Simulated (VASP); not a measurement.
# NaCaSe6 (Fm-3m) in VASP: notebook

The runs below take NaCaSe6 through single point, with PBE.

All numbers are computed with VASP 6.6.1; they aren't measurements. Logs are shortened: lines on timing, memory, paths and dates and some standing lists are left out, and cuts for length are marked.

**1. The structure**

It takes space group Fm-3m (No. 225, cubic). The conventional cell has a = 10.787 Å, b = 10.787 Å, c = 10.787 Å, α = 90.00°, β = 90.00°, γ = 90.00°. Around Na (site symmetry m-3m) lie 6 Se at 2.65 Å. Ca (site symmetry m-3m) has 6 Se at 2.74 Å as nearest neighbours. Around Se (site symmetry 4mm) lie 1 Na at 2.65 Å and 1 Ca at 2.74 Å.

The cell was built by a generator and needn't be a form met in nature.

**2. Single point, PBE**

INCAR

```
SYSTEM = NaCaSe6
PREC     = Accurate       ! precision mode
ENCUT    = 520            ! plane-wave cutoff, eV
EDIFF    = 1E-6           ! SCF threshold, eV
ISMEAR   = 0              ! smearing method
SIGMA    = 0.1            ! smearing width, eV
LREAL    = .FALSE.        ! projectors in reciprocal space
LASPH    = .TRUE.         ! aspherical terms in the spheres
NELM     = 100            ! most SCF steps
ALGO     = Fast           ! electronic algorithm
ISIF     = 2              ! what is computed and relaxed
LWAVE    = .FALSE.        ! write WAVECAR
LCHARG   = .TRUE.         ! write CHGCAR
GGA      = PE             ! functional
LELF     = .TRUE.         ! ELF
LVHAR    = .TRUE.       
NBANDS   = 36             ! bands
```

KPOINTS

```
Automatic mesh
0
G
  6 6 6
  0 0 0
```

POSCAR

```
NaCaSe6
1.0
    0.0000000000      5.3934418393      5.3934418393
    5.3934418393      0.0000000000      5.3934418393
    5.3934418393      5.3934418393      0.0000000000
Na Ca Se
1 1 6
Direct
    0.0000000000      0.0000000000      0.0000000000
    0.5000000000      0.5000000000      0.5000000000
    0.7544426671      0.2455573329      0.2455573329
    0.2455573329      0.7544426671      0.2455573329
    0.2455573329      0.2455573329      0.7544426671
    0.2455573329      0.7544426671      0.7544426671
    0.7544426671      0.2455573329      0.7544426671
    0.7544426671      0.7544426671      0.2455573329
```

Potentials or basis: VASP PAW PBE potentials, release 64 (Na_pv, Ca_sv, Se).

Run with:

```bash
> cat potpaw_PBE.64/Na_pv/POTCAR potpaw_PBE.64/Ca_sv/POTCAR potpaw_PBE.64/Se/POTCAR > POTCAR
> mpirun -np 1 vasp_std > vasp.out
```

OUTCAR:

```text
SYSTEM = NaCaSe6
   PREC = Accurate
   ENCUT = 520
   EDIFF = 1E-6
   ISMEAR = 0
   LREAL = .FALSE.
   LASPH = .TRUE.
   NELM = 100
   ISIF = 2
   GGA = PE

 ion  position               nearest neighbor table
   1  0.000  0.000  0.000-   3 2.65   4 2.65   5 2.65   6 2.65   7 2.65   8 2.65
   2  0.500  0.500  0.500-   3 2.74   4 2.74   5 2.74   6 2.74   7 2.74   8 2.74
   3  0.754  0.246  0.246-   1 2.65   2 2.74
   4  0.246  0.754  0.246-   1 2.65   2 2.74
   5  0.246  0.246  0.754-   1 2.65   2 2.74
   6  0.246  0.754  0.754-   1 2.65   2 2.74
   7  0.754  0.246  0.754-   1 2.65   2 2.74
   8  0.754  0.754  0.246-   1 2.65   2 2.74

  LATTYP: Found a face centered cubic cell.
 ALAT       =    10.7868836786

  Lattice vectors:

 A1 = (   0.0000000000,   5.3934418393,   5.3934418393)
 A2 = (   5.3934418393,   0.0000000000,   5.3934418393)
 A3 = (   5.3934418393,   5.3934418393,   0.0000000000)

Analysis of symmetry for initial positions (statically):
=====================================================================
 Subroutine PRICEL returns:
 Original cell was already a primitive cell.

 Routine SETGRP: Setting up the symmetry group for a
 face centered cubic supercell.

 Subroutine GETGRP returns: Found 48 space group operations
 (whereof 48 operations were pure point group operations)
 out of a pool of 48 trial point group operations.

The static configuration has the point symmetry O_h .

Analysis of symmetry for dynamics (positions and initial velocities):
=====================================================================
 Subroutine PRICEL returns:
 Original cell was already a primitive cell.

 Routine SETGRP: Setting up the symmetry group for a
 face centered cubic supercell.

 Subroutine GETGRP returns: Found 48 space group operations
 (whereof 48 operations were pure point group operations)
 out of a pool of 48 trial point group operations.

The dynamic configuration has the point symmetry O_h .

 Subroutine INISYM returns: Found 48 space group operations
 (whereof 48 operations are pure point group operations),
 and found     1 'primitive' translations

----------------------------------------------------------------------------------------

                                     Primitive cell

  volume of cell :     313.7820

  direct lattice vectors                    reciprocal lattice vectors
     0.000000000  5.393441839  5.393441839    -0.092705181  0.092705181  0.092705181
     5.393441839  0.000000000  5.393441839     0.092705181 -0.092705181  0.092705181
     5.393441839  5.393441839  0.000000000     0.092705181  0.092705181 -0.092705181

  length of vectors
     7.627478597  7.627478597  7.627478597     0.160570083  0.160570083  0.160570083

  position of ions in fractional coordinates (direct lattice)
     0.000000000  0.000000000  0.000000000
     0.500000000  0.500000000  0.500000000
     0.754442667  0.245557333  0.245557333
     0.245557333  0.754442667  0.245557333
     0.245557333  0.245557333  0.754442667
     0.245557333  0.754442667  0.754442667
     0.754442667  0.245557333  0.754442667
     0.754442667  0.754442667  0.245557333

  ion indices of the primitive-cell ions
   primitive index   ion index
                 1           1
                 2           2
                 3           3
                 4           4
                 5           5
                 6           6
                 7           7
                 8           8

----------------------------------------------------------------------------------------

 KPOINTS: Automatic mesh

Automatic generation of k-mesh.
 Grid dimensions read from file:
 generate k-points for:    6    6    6

 Generating k-lattice:

  Cartesian coordinates                     Fractional coordinates (reciprocal lattice)
    -0.015450863  0.015450863  0.015450863     0.166666667  0.000000000  0.000000000
     0.015450863 -0.015450863  0.015450863     0.000000000  0.166666667  0.000000000
     0.015450863  0.015450863 -0.015450863     0.000000000  0.000000000  0.166666667

  Length of vectors
     0.026761680  0.026761680  0.026761680

  Shift w.r.t. Gamma in fractional coordinates (k-lattice)
     0.000000000  0.000000000  0.000000000

 Subroutine IBZKPT returns following result:
 ===========================================

 Found     16 irreducible k-points:

 Following reciprocal coordinates:
            Coordinates               Weight
  0.000000  0.000000  0.000000      1.000000
  0.166667  0.000000  0.000000      8.000000
  0.333333  0.000000  0.000000      8.000000
  0.500000  0.000000  0.000000      4.000000
  0.166667  0.166667  0.000000      6.000000
  0.333333  0.166667  0.000000     24.000000
[... 8 lines left out ...]
 -0.333333  0.333333  0.166667     24.000000
 -0.333333  0.500000  0.166667     12.000000
   k-points           NKPTS =     16   k-points in BZ     NKDIM =     16   number of bands    NBANDS=     36
   number of dos      NEDOS =    301   number of ions     NIONS =      8
   total plane-waves  NPLWV = 216000
   dimension x,y,z NGX =    60 NGY =   60 NGZ =   60
   dimension x,y,z NGXF=   120 NGYF=  120 NGZF=  120
   ions per type =               1   1   6
   NGX,Y,Z   is equivalent  to a cutoff of  13.08, 13.08, 13.08 a.u.
   NGXF,Y,Z  is equivalent  to a cutoff of  26.15, 26.15, 26.15 a.u.
 SYSTEM =  NaCaSe6
   PREC   = accura    normal or accurate (medium, high low for compatibility)
   ISTART =      0    job   : 0-new  1-cont  2-samecut
   ICHARG =      2    charge: 1-file 2-atom 10-const
   ISPIN  =      1    spin polarized calculation?
   LNONCOLLINEAR =      F non collinear calculations
   LSORBIT =      F    spin-orbit coupling
   LASPH  =      T    aspherical Exc in radial PAW
   ENCUT  =  520.0 eV  38.22 Ry    6.18 a.u.  14.18 14.18 14.18*2*pi/ulx,y,z
   NELM   =    100;   NELMIN=  2; NELMDL= -5     # of ELM steps
   EDIFF  = 0.1E-05   stopping-criterion for ELM
   LREAL  =      F    real-space projection
   EDIFFG = 0.1E-04   stopping-criterion for IOM
   NSW    =      0    number of steps for IOM
   IBRION =     -1    ionic relax: 0-MD 1-quasi-New 2-CG
   NFREE  =      0    steps in history (QN), initial steepest desc. (CG)
   ISIF   =      2    stress and relaxation
   ISYM   =      2    0-nonsym 1-usesym 2-fastsym
   POTIM  = 0.5000    time-step for ionic-motion
   TEBEG  =    0.0;   TEEND  =   0.0 temperature during run
   PSTRESS=    0.0 pullay stress
   NELECT =      53.0000    total number of electrons
   NUPDOWN=      -1.0000    fix difference up-down
   EMIN   =  10.00;   EMAX   =-10.00  energy-range for DOS
   EFERMI =   0.00;   METHOD = LEGACY
   ISMEAR =     0;   SIGMA  =   0.10  broadening in eV -4-tet -1-fermi 0-gaus
   EFERMI_NEDOS =   21; number of points for ismear=-14 and -15
   IALGO  =     68    algorithm
   IMIX   =      4    mixing-type and parameters
     AMIX     =   0.40;   BMIX     =  1.00
     AMIX_MAG =   1.60;   BMIX_MAG =  1.00
  volume/ion in A,a.u.               =      39.22       264.69
  Fermi-wavevector in a.u.,A,eV,Ry     =   0.904949  1.710106 11.142257  0.818933
  Thomas-Fermi vector in A             =   2.028458
   LORBIT       =      0    0 simple, 1 ext, 2 COOP (PROOUT), +10 PAW based schemes
   GGA     = PE    functional components
   LHFCALC =     F    Hartree Fock is set to
   AEXX    =    0.0000 exact exchange contribution
   IVDW    =     0    specifies the selected vdW correction
   LEPSILON=     F    determine dielectric tensor
   LRPA    =     F    only Hartree local field effects (RPA)
 non-spin polarized calculation
 RMM-DIIS sequential band-by-band and
 Gauss-broadening in eV      SIGMA  =   0.10
  energy-cutoff  :      520.00
  volume of cell :      313.78
 maximum number of plane-waves:      8492
 NGX is ok and might be reduce to    60
   NGX = 29   NGY = 29   NGZ = 29

 number of electron      52.9999987 magnetization

 Free energy of the ion-electron system (eV)
  ---------------------------------------------------
  ext. energy  EPLUGINS =         0.00000000
  ---------------------------------------------------
  free energy    TOTEN  =       -20.37367981 eV

  energy without entropy =      -20.31202232  energy(sigma->0) =      -20.34285107

 E-fermi :  -1.1227     XC(G=0):  -6.9950

 val. band max:       -1.1310042916   @ k =  -0.3333   0.1667   0.0000
 cond. band min:      -1.1064854579   @ k =   0.3333   0.0000   0.0000
 fundamental gap:      0.0245188337
 Fermi energy:        -1.1227361795

 k-point     1 :       0.0000    0.0000    0.0000
  band No.  band energies     occupation
      1     -39.6802      2.00000
      2     -23.0607      2.00000
      3     -23.0607      2.00000
      4     -23.0607      2.00000
      5     -20.8439      2.00000
      6     -20.8439      2.00000
[... 28 lines left out ...]
     35       4.0437      0.00000
     36       4.5547      0.00000

 k-point     2 :       0.1667    0.0000    0.0000
  band No.  band energies     occupation
      1     -39.6802      2.00000
      2     -23.0607      2.00000
      3     -23.0607      2.00000
      4     -23.0607      2.00000
      5     -20.8440      2.00000
      6     -20.8439      2.00000
[... 28 lines left out ...]
     35       4.2026      0.00000
     36       4.7150      0.00000

 k-point     3 :       0.3333    0.0000    0.0000
  band No.  band energies     occupation
      1     -39.6802      2.00000
      2     -23.0607      2.00000
      3     -23.0607      2.00000
      4     -23.0607      2.00000
      5     -20.8441      2.00000
      6     -20.8439      2.00000
[... 28 lines left out ...]
     35       4.8154      0.00000
     36       6.0703      0.00000
[... 430 lines left out ...]
 k-point    15 :      -0.3333    0.3333    0.1667
  band No.  band energies     occupation
      1     -39.6802      2.00000
      2     -23.0607      2.00000
      3     -23.0607      2.00000
      4     -23.0607      2.00000
      5     -20.8441      2.00000
      6     -20.8440      2.00000
[... 28 lines left out ...]
     35       5.5263      0.00000
     36       6.0804      0.00000

 k-point    16 :      -0.3333    0.5000    0.1667
  band No.  band energies     occupation
      1     -39.6802      2.00000
      2     -23.0608      2.00000
      3     -23.0607      2.00000
      4     -23.0607      2.00000
      5     -20.8440      2.00000
      6     -20.8440      2.00000
[... 28 lines left out ...]
     35       5.3443      0.00000
     36       6.2100      0.00000

------------------------ aborting loop because EDIFF is reached ----------------------------------------

  FORCE on cell =-STRESS in cart. coord.  units (eV):
  Direction    XX          YY          ZZ          XY          YZ          ZX
  --------------------------------------------------------------------------------------
  -------------------------------------------------------------------------------------
  Total        0.0212227      0.0212227      0.0212227     -0.0000000      0.0000000     -0.0000000
  in kB        0.1083637      0.1083637      0.1083637     -0.0000000      0.0000000     -0.0000000
  external PRESSURE =       0.1083637 kB  Pullay stress =       0.0000000 kB

 VOLUME and BASIS-vectors are now :
 -----------------------------------------------------------------------------
  energy-cutoff  :      520.00
  volume of cell :      313.78
      direct lattice vectors                 reciprocal lattice vectors
     0.000000000  5.393441839  5.393441839    -0.092705181  0.092705181  0.092705181
     5.393441839  0.000000000  5.393441839     0.092705181 -0.092705181  0.092705181
     5.393441839  5.393441839  0.000000000     0.092705181  0.092705181 -0.092705181

 POSITION                                       TOTAL-FORCE (eV/Angst)
 -----------------------------------------------------------------------------------
      0.00000      0.00000      0.00000         0.000000     -0.000000     -0.000000
      5.39344      5.39344      5.39344         0.000000     -0.000000     -0.000000
      2.64880      5.39344      5.39344        -0.004718     -0.000000     -0.000000
      5.39344      2.64880      5.39344         0.000000     -0.004718     -0.000000
      5.39344      5.39344      2.64880         0.000000     -0.000000     -0.004718
      8.13809      5.39344      5.39344         0.004718     -0.000000     -0.000000
      5.39344      8.13809      5.39344         0.000000      0.004718     -0.000000
      5.39344      5.39344      8.13809         0.000000     -0.000000      0.004718
 -----------------------------------------------------------------------------------
    total drift:                                0.000000      0.000000      0.000000

  FREE ENERGIE OF THE ION-ELECTRON SYSTEM (eV)
  ---------------------------------------------------
  free  energy   TOTEN  =       -20.3736798137 eV

  energy  without entropy=      -20.3120223178  energy(sigma->0) =      -20.34285107
```

It took 4.8 min on 1 thread of Intel Xeon Platinum 8559C (Emerald Rapids), shared host; peak memory 0.59 GiB.

What came out:

* Free energy: -20.3737 eV
* Pressure: 0.0 GPa
* Largest force: 0.005 eV/Å
* Band gap on the k mesh: none (metal or under the smearing width)

Forces on the atoms (eV/Å):
```
Na   0.000  0.000  0.000
Ca   0.000  0.000  0.000
Se  -0.005  0.000  0.000
Se   0.000 -0.005  0.000
Se   0.000  0.000 -0.005
Se   0.005  0.000  0.000
Se   0.000  0.005  0.000
Se   0.000  0.000  0.005
```

**3. Single point, PBE**

This run uses another cell than the first one, of 48.43 Å³/atom, 1.235 times its volume.

INCAR

```
ALGO     = Fast           # electronic algorithm
EDIFF    = 1E-6           # SCF threshold, eV
ENCUT    = 520            # plane-wave cutoff, eV
GGA      = PE             # functional
ISIF     = 2              # what is computed and relaxed
ISMEAR   = 0              # smearing method
LASPH    = T              # aspherical terms in the spheres
LCHARG   = F              # write CHGCAR
LREAL    = F              # projectors in reciprocal space
LWAVE    = F              # write WAVECAR
NBANDS   = 36             # bands
NELM     = 100            # most SCF steps
PREC     = Accurate       # precision mode
SIGMA    = 0.1            # smearing width, eV
```

KPOINTS

```
k-points
0
Gamma
  4 4 4
```

POSCAR

```
NaCaSe6
1.0
    0.0000000000      5.7860358600      5.7860358600
    5.7860358600      0.0000000000      5.7860358600
    5.7860358600      5.7860358600      0.0000000000
Na Ca Se
1 1 6
Direct
    0.0000000000      0.0000000000      0.0000000000
    0.5000000000      0.5000000000      0.5000000000
    0.7541709600      0.2458290400      0.2458290400
    0.2458290400      0.7541709600      0.2458290400
    0.2458290400      0.2458290400      0.7541709600
    0.2458290400      0.7541709600      0.7541709600
    0.7541709600      0.2458290400      0.7541709600
    0.7541709600      0.7541709600      0.2458290400
```

Potentials or basis: VASP PAW PBE potentials, release 64 (Na_pv, Ca_sv, Se).

Run with:

```bash
> cat potpaw_PBE.64/Na_pv/POTCAR potpaw_PBE.64/Ca_sv/POTCAR potpaw_PBE.64/Se/POTCAR > POTCAR
> mpirun -np 1 vasp_std > vasp.out
```

OUTCAR:

```text
EDIFF = 1E-6
   ENCUT = 520
   GGA = PE
   ISIF = 2
   ISMEAR = 0
   LASPH = T
   LREAL = F
   NELM = 100
   PREC = Accurate

 ion  position               nearest neighbor table
   1  0.000  0.000  0.000-
   2  0.500  0.500  0.500-   3 2.94   4 2.94   5 2.94   6 2.94   7 2.94   8 2.94
   3  0.754  0.246  0.246-   2 2.94
   4  0.246  0.754  0.246-   2 2.94
   5  0.246  0.246  0.754-   2 2.94
   6  0.246  0.754  0.754-   2 2.94
   7  0.754  0.246  0.754-   2 2.94
[... 508 lines left out ...]
  Total       -5.2121715     -5.2121715     -5.2121715     -0.0000000     -0.0000000      0.0000000
  in kB      -21.5553919    -21.5553919    -21.5553919     -0.0000000     -0.0000000      0.0000000
  external PRESSURE =     -21.5553919 kB  Pullay stress =       0.0000000 kB

 VOLUME and BASIS-vectors are now :
 -----------------------------------------------------------------------------
  energy-cutoff  :      520.00
  volume of cell :      387.41
      direct lattice vectors                 reciprocal lattice vectors
     0.000000000  5.786035860  5.786035860    -0.086414950  0.086414950  0.086414950
     5.786035860  0.000000000  5.786035860     0.086414950 -0.086414950  0.086414950
     5.786035860  5.786035860  0.000000000     0.086414950  0.086414950 -0.086414950

 POSITION                                       TOTAL-FORCE (eV/Angst)
 -----------------------------------------------------------------------------------
      0.00000      0.00000      0.00000         0.000000     -0.000000     -0.000000
      5.78604      5.78604      5.78604         0.000000     -0.000000     -0.000000
      2.84475      5.78604      5.78604         0.164520     -0.000000     -0.000000
      5.78604      2.84475      5.78604         0.000000      0.164520     -0.000000
      5.78604      5.78604      2.84475         0.000000     -0.000000      0.164520
      8.72732      5.78604      5.78604        -0.164520     -0.000000     -0.000000
      5.78604      8.72732      5.78604         0.000000     -0.164520     -0.000000
      5.78604      5.78604      8.72732         0.000000     -0.000000     -0.164520
 -----------------------------------------------------------------------------------
    total drift:                               -0.000000     -0.000000     -0.000000

  FREE ENERGIE OF THE ION-ELECTRON SYSTEM (eV)
  ---------------------------------------------------
  free  energy   TOTEN  =       -19.7143349331 eV

  energy  without entropy=      -19.5894504071  energy(sigma->0) =      -19.65189267
```

OSZICAR:

```text
N       E                     dE             d eps       ncg     rms          rms(c)
DAV:   1     0.374985703424E+03    0.37499E+03   -0.21146E+04   624   0.118E+03
DAV:   2     0.175034975442E+02   -0.35748E+03   -0.35170E+03   764   0.257E+02
DAV:   3    -0.185583924991E+02   -0.36062E+02   -0.35515E+02   808   0.789E+01
[... 11 lines left out ...]
RMM:  15    -0.197143262024E+02   -0.80221E-05   -0.82164E-05   701   0.203E-02    0.507E-03
RMM:  16    -0.197143307068E+02   -0.45044E-05   -0.47548E-05   736   0.169E-02    0.101E-02
RMM:  17    -0.197143329881E+02   -0.22813E-05   -0.24002E-05   581   0.111E-02    0.114E-02
RMM:  18    -0.197143344965E+02   -0.15084E-05   -0.15936E-05   621   0.923E-03    0.122E-02
RMM:  19    -0.197143349331E+02   -0.43663E-06   -0.73798E-06   534   0.748E-03
   1 F= -.19714335E+02 E0= -.19651893E+02  d E =-.124885E+00
```

Wall time 4.9 min (1 thread of Intel Xeon Platinum 8488C (Sapphire Rapids), shared host); peak memory 0.6 GiB.

What came out:

* Free energy: -19.7143 eV
* Pressure: -2.2 GPa
* Largest force: 0.165 eV/Å
* Band gap on the k mesh: none (metal or under the smearing width)

Forces in eV/Å, atoms in the order of the input:
```
Na   0.000  0.000  0.000
Ca   0.000  0.000  0.000
Se   0.165  0.000  0.000
Se   0.000  0.165  0.000
Se   0.000  0.000  0.165
Se  -0.165  0.000  0.000
Se   0.000 -0.165  0.000
Se   0.000  0.000 -0.165
```

Levels at points of the mesh, in eV from the Fermi level:
| k point | band 22 | band 23 | band 24 | band 25 | band 26 | band 27 | band 28 | band 29 | band 30 | band 31 |
| --- | --- | --- | --- | --- | --- | --- | --- | --- | --- | --- |
| (0.00, 0.00, 0.00) | -0.41 | -0.09 | -0.09 | -0.09 | 0.30 | 0.30 | 0.30 | 0.52 | 0.52 | 0.52 |
| (0.50, 0.00, 0.00) | -0.66 | -0.66 | -0.47 | -0.47 | 0.18 | 0.18 | 0.18 | 0.21 | 0.29 | 0.29 |
| (0.50, 0.50, 0.00) | -0.47 | -0.45 | -0.45 | -0.43 | -0.43 | -0.42 | -0.22 | 0.17 | 0.17 | 0.52 |
